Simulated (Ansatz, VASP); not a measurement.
# Cross-check of Zr (Zirconium) between VASP and Ansatz

Wanted: the spread between two codes on one cell, functional and k mesh. The cell is taken from a series of runs on this material, whose earlier steps may have relaxed, scaled, displaced or heated it; both programs get it as it stands.

Calculated with Ansatz 0.2.0; plane waves, with VASP 6.6.1 beside it; zone-centre phonons at PBE.

### Step 1. Starting point

It takes space group P6_3/mmc (No. 194, hexagonal). Conventional cell: a = 3.235 Å, b = 3.235 Å, c = 5.164 Å, α = 90.00°, β = 90.00°, γ = 120.00°. Zr has 12 Zr at 3.19 to 3.23 Å nearest.

### Step 2. VASP: zone-centre phonons, PBE

Second derivatives magnify differences that forces hide, and they need a tight electronic threshold.

Lines of VASP's logs that name or quote its potential files are left out, and so is its time.

Input file INCAR:

```
SYSTEM = Zr
PREC = Accurate
ENCUT = 500
EDIFF = 1E-08
NELM = 120
ISMEAR = 1
SIGMA = 0.2
LREAL = .FALSE.
ALGO = Normal
GGA = PE
NBANDS = 18
LASPH = .TRUE.
LORBIT = 11
LWAVE = .FALSE.
LCHARG = .FALSE.
ISIF = 2
IBRION = 8
GGA_COMPAT = .FALSE.
```

Input file POSCAR:

```
Zr
1.0
    3.2345839505      0.0000000000      0.0000000000
   -1.6172919752      2.8012318718      0.0000000000
    0.0000000000      0.0000000000      5.1640863794
Zr
2
Direct
    0.3333333333      0.6666666667      0.2500000000
    0.6666666667      0.3333333333      0.7500000000
```

Input file KPOINTS:

```
Automatic mesh
0
Gamma
6 6 3
0 0 0
```

The projector-augmented-wave data sets are Zr_sv (PBE family, release 64).

Launch:

```sh
$ mpirun -np 1 vasp_std
```

Numbers of over 12 decimals in the logs are rounded to 6 here.

What it wrote:

```text
[banner, memory and clock lines left out]
running    1 mpi-ranks, on    1 nodes
 distrk:  each k-point on    1 cores,    1 groups
 distr:  one band on    1 cores,    1 groups

 POSCAR found type information on POSCAR Zr
 POSCAR found :  1 types and       2 ions
 LDA part: xc-table for (Slater+PW92), standard interpolation
 POSCAR, INCAR and KPOINTS ok, starting setup
 FFT: planning ... GRIDC
 FFT: planning ... GRID_SOFT
 FFT: planning ... GRID
 WAVECAR not read
 entering main loop
       N       E                     dE             d eps       ncg     rms          rms(c)
DAV:   1     0.216821391696E+03    0.21682E+03   -0.13167E+04   504   0.128E+03
DAV:   2    -0.126478837276E+01   -0.21809E+03   -0.21432E+03   598   0.377E+02
DAV:   3    -0.173428618728E+02   -0.16078E+02   -0.15972E+02   936   0.744E+01
DAV:   4    -0.176865954721E+02   -0.34373E+00   -0.34360E+00   568   0.120E+01
DAV:   5    -0.177021920762E+02   -0.15597E-01   -0.15591E-01   740   0.156E+00    0.141E+01
DAV:   6    -0.170924618485E+02    0.60973E+00   -0.96565E-01   534   0.776E+00    0.552E+00
DAV:   7    -0.169730313503E+02    0.11943E+00   -0.62971E-01   682   0.544E+00    0.112E+00
DAV:   8    -0.169791726535E+02   -0.61413E-02   -0.40659E-02   654   0.148E+00    0.309E-01
DAV:   9    -0.169794940275E+02   -0.32137E-03   -0.21041E-03   622   0.446E-01    0.359E-02
DAV:  10    -0.169794377373E+02    0.56290E-04   -0.55524E-05   682   0.482E-02    0.260E-02
DAV:  11    -0.169794372456E+02    0.49165E-06   -0.11934E-05   638   0.385E-02    0.300E-03
DAV:  12    -0.169794372106E+02    0.35088E-07   -0.46338E-07   720   0.454E-03    0.311E-03
DAV:  13    -0.169794368755E+02    0.33508E-06   -0.36539E-08   482   0.195E-03    0.133E-03
DAV:  14    -0.169794368029E+02    0.72616E-07   -0.14931E-08   330   0.148E-03    0.249E-04
DAV:  15    -0.169794367984E+02    0.44261E-08   -0.13746E-09   302   0.368E-04
   1 F= -.16979437E+02 E0= -.16973546E+02  d E =-.176710E-01
 Linear response reoptimize wavefunctions to high precision
DAV:   1    -0.169794367884E+02    0.99926E-08   -0.78109E-10   312   0.308E-04
DAV:   2    -0.169794367884E+02    0.36380E-10   -0.17735E-10   284   0.864E-05
 Linear response DOF=           2
 Linear response progress:
  Degree of freedom:   1/  2
       N       E                     dE             d eps       ncg     rms          rms(c)
RMM:   1    -0.676722942138E+00   -0.67672E+00    0.27994E+00  1543   0.136E+01
RMM:   2    -0.628969537182E+00    0.47753E-01   -0.23506E-01  2341   0.272E+00    0.230E-01
RMM:   3    -0.630156074456E+00   -0.11865E-02   -0.41550E-02  2769   0.991E-01    0.730E-02
RMM:   4    -0.632489776460E+00   -0.23337E-02   -0.54079E-03  3407   0.358E-01    0.281E-02
RMM:   5    -0.633217532550E+00   -0.72776E-03   -0.97944E-04  3235   0.156E-01    0.179E-02
RMM:   6    -0.633274996964E+00   -0.57464E-04   -0.23084E-04  3575   0.672E-02    0.198E-02
RMM:   7    -0.633265620530E+00    0.93764E-05   -0.65504E-05  3361   0.379E-02    0.612E-03
RMM:   8    -0.633197163724E+00    0.68457E-04   -0.22413E-05  3430   0.213E-02    0.142E-02
RMM:   9    -0.633163142611E+00    0.34021E-04   -0.12029E-05  3427   0.121E-02    0.108E-02
RMM:  10    -0.633144547969E+00    0.18595E-04   -0.72268E-06  3374   0.100E-02    0.388E-03
RMM:  11    -0.633136723535E+00    0.78244E-05   -0.66714E-06  3589   0.598E-03    0.171E-03
RMM:  12    -0.633140025798E+00   -0.33023E-05   -0.46968E-06  3670   0.383E-03    0.354E-04
RMM:  13    -0.633140339736E+00   -0.31394E-06   -0.20660E-06  3660   0.255E-03    0.845E-05
RMM:  14    -0.633140635581E+00   -0.29584E-06   -0.11921E-06  3685   0.178E-03    0.563E-05
[...]
RMM:  20    -0.633140119465E+00   -0.18744E-06    0.23199E-07  3391   0.658E-04    0.242E-05
RMM:  21    -0.633140177536E+00   -0.58071E-07    0.27052E-07  3589   0.579E-04    0.344E-05
RMM:  22    -0.633140164480E+00    0.13057E-07    0.22876E-07  3427   0.522E-04    0.325E-05
RMM:  23    -0.633140170431E+00   -0.59509E-08    0.23656E-07  3536   0.470E-04    0.378E-05
RMM:  24    -0.633140187601E+00   -0.17171E-07    0.21960E-07  3393   0.427E-04    0.434E-05
RMM:  25    -0.633140159615E+00    0.27986E-07    0.21506E-07  3211   0.392E-04    0.471E-05
RMM:  26    -0.633140109847E+00    0.49768E-07    0.19739E-07  3241   0.361E-04    0.472E-05
RMM:  27    -0.633140127156E+00   -0.17309E-07    0.19067E-07  3280   0.330E-04    0.519E-05
 first order change of Fermi-energy   0.46719E-04
 force on displaced ion       1 direction 1 :  -0.957  -0.001   0.000
 Linear response progress:
  Degree of freedom:   2/  2
       N       E                     dE             d eps       ncg     rms          rms(c)
RMM:   1    -0.788477507470E+00   -0.78848E+00    0.30073E+00   667   0.136E+01
RMM:   2    -0.741166529082E+00    0.47311E-01   -0.24977E-01   976   0.271E+00    0.250E-01
RMM:   3    -0.744660022007E+00   -0.34935E-02   -0.43010E-02  1139   0.934E-01    0.800E-02
RMM:   4    -0.747430558858E+00   -0.27705E-02   -0.49803E-03  1269   0.349E-01    0.304E-02
RMM:   5    -0.747795625065E+00   -0.36507E-03   -0.11060E-03  1356   0.143E-01    0.225E-02
RMM:   6    -0.747718135817E+00    0.77489E-04   -0.27825E-04  1351   0.650E-02    0.152E-02
RMM:   7    -0.747608679813E+00    0.10946E-03   -0.81696E-05  1318   0.350E-02    0.577E-03
RMM:   8    -0.747598705304E+00    0.99745E-05   -0.74313E-05  1356   0.205E-02    0.116E-03
RMM:   9    -0.747588566329E+00    0.10139E-04   -0.57680E-05  1406   0.111E-02    0.341E-04
RMM:  10    -0.747591734770E+00   -0.31684E-05   -0.45373E-05  1464   0.667E-03    0.344E-04
RMM:  11    -0.747592807745E+00   -0.10730E-05   -0.35756E-05  1463   0.445E-03    0.155E-04
RMM:  12    -0.747595663895E+00   -0.28562E-05   -0.40493E-05  1389   0.340E-03    0.958E-05
RMM:  13    -0.747595947719E+00   -0.28382E-06   -0.32751E-05  1500   0.259E-03    0.133E-04
RMM:  14    -0.747595436988E+00    0.51073E-06   -0.26184E-05  1311   0.217E-03    0.264E-04
RMM:  15    -0.747595669313E+00   -0.23233E-06   -0.21104E-05  1457   0.172E-03    0.301E-04
RMM:  16    -0.747595799779E+00   -0.13047E-06   -0.16708E-05  1472   0.141E-03    0.329E-04
RMM:  17    -0.747595862474E+00   -0.62695E-07   -0.13852E-05  1392   0.120E-03    0.357E-04
RMM:  18    -0.747595955351E+00   -0.92877E-07   -0.12231E-05  1380   0.103E-03    0.390E-04
RMM:  19    -0.747595959499E+00   -0.41473E-08   -0.10434E-05  1421   0.968E-04    0.500E-04
RMM:  20    -0.747596047466E+00   -0.87967E-07   -0.89764E-06  1321   0.842E-04    0.433E-04
RMM:  21    -0.747596097126E+00   -0.49660E-07   -0.76222E-06  1221   0.679E-04    0.423E-04
 first order change of Fermi-energy  -0.67813E-04
 force on displaced ion       1 direction 3 :   0.000  -0.000  -3.124
 Linear response finished
```

From OUTCAR (step 2):

```text
ion  position               nearest neighbor table
   1  0.333  0.667  0.250-   2 3.19   2 3.19   2 3.19   2 3.19   2 3.19   2 3.19
   2  0.667  0.333  0.750-   1 3.19   1 3.19   1 3.19   1 3.19   1 3.19   1 3.19

  LATTYP: Found a hexagonal cell.
 ALAT       =     3.2345839505
 C/A-ratio  =     1.5965226003

 Subroutine GETGRP returns: Found 24 space group operations
 (whereof 12 operations were pure point group operations)

The static configuration has the point symmetry D_3d.
 The point group associated with its full space group is D_6h.

 Found     14 irreducible k-points:

   k-points           NKPTS =     14   k-points in BZ     NKDIM =     14   number of bands    NBANDS=     18

   dimension x,y,z NGX =    24 NGY =   24 NGZ =   40
   dimension x,y,z NGXF=    48 NGYF=   48 NGZF=   80

   ENCUT  =  500.0 eV  36.75 Ry    6.06 a.u.   5.90  5.90  9.42*2*pi/ulx,y,z

   NELECT =      24.0000    total number of electrons

 k-points in reciprocal lattice and weights: Automatic mesh
   0.00000000  0.00000000  0.00000000       0.009
   0.16666667 -0.00000000  0.00000000       0.056
   0.33333333 -0.00000000  0.00000000       0.056
   0.50000000 -0.00000000  0.00000000       0.028
   0.16666667  0.16666667  0.00000000       0.056
   0.33333333  0.16666667  0.00000000       0.111
   0.33333333  0.33333333  0.00000000       0.019
   0.00000000  0.00000000  0.33333333       0.019
   0.16666667 -0.00000000  0.33333333       0.111
[...]
0.33333333  0.16666667  0.33333333       0.222
   0.33333333  0.33333333  0.33333333       0.037

 average (electrostatic) potential at core
       1 -74.6973       2 -74.6973

  Total        0.2366637      0.2366637     -0.0144767      0.0000000     -0.0000000      0.0000000
  in kB        8.1036592      8.1036592     -0.4957012      0.0000000     -0.0000000      0.0000000
  external PRESSURE =       5.2372057 kB  Pullay stress =       0.0000000 kB

  energy-cutoff  :      500.00
  volume of cell :       46.79
      direct lattice vectors                 reciprocal lattice vectors
     3.234583950  0.000000000  0.000000000     0.309158771  0.178492900  0.000000000
    -1.617291975  2.801231872  0.000000000     0.000000000  0.356985800  0.000000000
     0.000000000  0.000000000  5.164086379     0.000000000  0.000000000  0.193645095

 POSITION                                       TOTAL-FORCE (eV/Angst)
 -----------------------------------------------------------------------------------
     -0.00000      1.86749      1.29102        -0.000000      0.000000      0.000000
      1.61729      0.93374      3.87306         0.000000      0.000000      0.000000
 -----------------------------------------------------------------------------------
    total drift:                               -0.000000      0.000000     -0.000000

 Eigenvectors and eigenvalues of the dynamical matrix
 ----------------------------------------------------

   1 f  =    4.091083 THz    25.705032 2PiTHz  136.463834 cm-1    16.919351 meV
             X         Y         Z           dx          dy          dz
     -0.000000  1.867488  1.291022    -0.000000    0.000000   -0.707107
      1.617292  0.933744  3.873065     0.000000    0.000000    0.707107

   2 f  =    2.265047 THz    14.231710 2PiTHz   75.553837 cm-1     9.367478 meV
             X         Y         Z           dx          dy          dz
     -0.000000  1.867488  1.291022    -0.530915   -0.467043    0.000000
      1.617292  0.933744  3.873065     0.530915    0.467043    0.000000

   3 f  =    2.265047 THz    14.231710 2PiTHz   75.553837 cm-1     9.367478 meV
             X         Y         Z           dx          dy          dz
     -0.000000  1.867488  1.291022     0.467043   -0.530915   -0.000000
      1.617292  0.933744  3.873065    -0.467043    0.530915    0.000000

   4 f  =    0.000000 THz     0.000000 2PiTHz    0.000001 cm-1     0.000000 meV
             X         Y         Z           dx          dy          dz
     -0.000000  1.867488  1.291022    -0.706162    0.036544   -0.000000
      1.617292  0.933744  3.873065    -0.706162    0.036544    0.000000

   5 f  =    0.000000 THz     0.000000 2PiTHz    0.000000 cm-1     0.000000 meV
             X         Y         Z           dx          dy          dz
     -0.000000  1.867488  1.291022     0.000000    0.000000    0.707107
      1.617292  0.933744  3.873065    -0.000000    0.000000    0.707107

   6 f/i=    0.000000 THz     0.000000 2PiTHz    0.000001 cm-1     0.000000 meV
             X         Y         Z           dx          dy          dz
     -0.000000  1.867488  1.291022    -0.036544   -0.706162   -0.000000
      1.617292  0.933744  3.873065    -0.036544   -0.706162    0.000000

 ELASTIC MODULI CONTR FROM IONIC RELAXATION (kBar)
 Direction    XX          YY          ZZ          XY          YZ          ZX
 --------------------------------------------------------------------------------
 XX        -102.6241    102.6241      0.0000     -0.0000      0.0000     -0.0000
 YY         102.6241   -102.6241     -0.0000     -0.0000     -0.0000      0.0000
 ZZ           0.0000     -0.0000     -0.0000     -0.0000     -0.0000      0.0000
 XY          -0.0000     -0.0000     -0.0000   -102.6241     -0.0000      0.0000
 YZ           0.0000     -0.0000     -0.0000     -0.0000     -0.0000      0.0000
 ZX          -0.0000      0.0000      0.0000      0.0000      0.0000     -0.0000
 --------------------------------------------------------------------------------
```

Energies printed during the response cycles are not total energies of the cell. The k-mesh is coarse for a metal.

[end of part 1 of 2]

[Lines on the potential files, build, host, timing and source positions are cut from VASP's logs without a mark.]

[Logs are printed without paths, hosts, clocks, repeated set-up lines and the standing remarks that a program may print on its own settings, such as how far it seeks lower states.]

[Hosts, paths, dates, database ids (printed as entryN), source tags and the programs' standing remarks are cut or masked in the printed files.]
